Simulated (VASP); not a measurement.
Consider the following.

```xyz
2
Lattice="3.3161 0.0000 0.0000 0.0000 3.3161 0.0000 0.0000 0.0000 3.3161" Properties=species:S:1:pos:R:3 pbc="T T T"
Ba     0.0000     0.0000     0.0000
O      1.6581     1.6581     1.6581
```

All values below come from PBEsol GGA, VASP's PBE PAW potentials (set 64) (plane waves; VASP). Settings: 620 eV cut-off, 8×8×8 Γ-centred mesh, Gaussian smearing of 0.050 eV, potentials Ba_sv O.

Unless said otherwise, spin-orbit coupling is left out, though it shifts the bands of the heavy elements here.

**Question.** Predict the energy per atom (σ→0), band gap (on the k-mesh) with the smallest direct gap where there is one.

**Answer.** 
The band gap (on the k-mesh) is 1.61 eV and the smallest direct gap (on the k-mesh) comes out as 1.61 eV. The energy per atom (σ→0) is -5.910 eV/atom.

The structure was generated: BaO was put into the CsCl type type (Pm-3m), which need not be its known phase. It was relaxed first, which changed the volume by -25 %.
